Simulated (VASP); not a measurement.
VASP input:

File KPOINTS:
```
Regular mesh
0
gamma
 7 7 7
0 0 0
```

POSCAR:
```
KI
1
    0.0000000000     3.5168606974     3.5168606974
    3.5168606974    -0.0000000000     3.5168606974
    3.5168606974     3.5168606974    -0.0000000000
K I
1 1
Direct
  0.0000000000   0.0000000000   0.0000000000
  0.5000000000   0.5000000000   0.5000000000
```

### INCAR
```
SYSTEM = KI
PREC = Accurate
ENCUT = 520
EDIFF = 1E-7
NELM = 100
ALGO = Normal
LREAL = .FALSE.
LASPH = .TRUE.
ISMEAR = -5
GGA = MK
PARAM1 = 0.1234568
PARAM2 = 0.7114
ZAB_VDW = -1.8867
LUSE_VDW = .TRUE.
AGGAC = 0.0
LMAXMIX = 4
LWAVE = .FALSE.
LCHARG = .TRUE.
LORBIT = 11
NEDOS = 601
ISIF = 2
```

POTCAR, in this order: K_sv I (PBE.64 set). Program: vasp_std.

**Question.** Translate this rev-vdW-DF2 calculation to Quantum ESPRESSO's pw.x.

**Answer.** One equivalent input (not run):
```
&CONTROL
  calculation = 'scf'
  pseudo_dir = './pseudo'
  outdir = './out'
  tprnfor = .true.
  tstress = .true.
/
&SYSTEM
  ibrav = 0
  nat = 2
  ntyp = 2
  ecutwfc = 74
  occupations = 'tetrahedra'
  input_dft = 'vdw-df2-b86r'
/
&ELECTRONS
  conv_thr = 7.3e-09
  electron_maxstep = 100
/
ATOMIC_SPECIES
  K 39.098 K.upf
  I 126.904 I.upf
CELL_PARAMETERS angstrom
     0.0000000    3.5168607    3.5168607
     3.5168607   -0.0000000    3.5168607
     3.5168607    3.5168607   -0.0000000
ATOMIC_POSITIONS crystal
  K    0.0000000  0.0000000  0.0000000
  I    0.5000000  0.5000000  0.5000000
K_POINTS automatic
  7 7 7 0 0 0
```
Limits of the translation: the potentials are each code's own (VASP's PAW set, PseudoDojo norm-conserving files in pw.x), so ENCUT and ecutwfc are chosen apart and not converted; conv_thr bounds pw.x's estimated SCF error, while EDIFF bounds the energy change between steps.

The compound is KI in the rock salt structure. It was relaxed first.
